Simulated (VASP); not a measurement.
Data:

```xyz
1
Lattice="-1.5750 1.5750 1.5750 1.5750 -1.5750 1.5750 1.5750 1.5750 -1.5750" Properties=species:S:1:pos:R:3 pbc="T T T"
Mo     0.0000     0.0000     0.0000
```

Calculation: LDA (Ceperley-Alder, Perdew-Zunger), VASP's LDA PAW potentials (set 64) (plane waves; VASP 6.6.1). Run with 520 eV cut-off, 15×15×15 Γ-centred mesh, first-order Methfessel-Paxton smearing of 0.10 eV, potentials Mo_sv.

Energy and stress use the plane-wave basis of the starting cell.

**Question.** The ions, cell shape and volume are relaxed. Predict the relaxed structure.

**Answer.** 
```xyz
1
Lattice="-1.5585 1.5585 1.5585 1.5585 -1.5585 1.5585 1.5585 1.5585 -1.5585" Properties=species:S:1:pos:R:3 pbc="T T T"
Mo     1.5585     1.5585     1.5585
```
Space group Im-3m (229), at a tolerance of 0.03 Å.

**Question.** How do energy and volume change from the first to the last step?

**Answer.** The energy (σ→0) changes by -13.4 meV/atom and the volume by -3.1 %, in 4 ionic steps.

| step | E(σ→0) (eV) | max force (eV/Å) | pressure (GPa) | volume (Å³) |
|---|---|---|---|---|
| 1 | -12.1124 | 0.000 | -8.62 | 15.63 |
| 2 | -12.0013 | 0.000 | 32.25 | 13.80 |
| 3 | -12.1257 | 0.000 | -0.35 | 15.16 |
| 4 | -12.1258 | 0.000 | -0.04 | 15.14 |

The compound is Mo in the bcc structure. This run relaxes it. Symmetry was kept, so distortions that lower it aren't found.
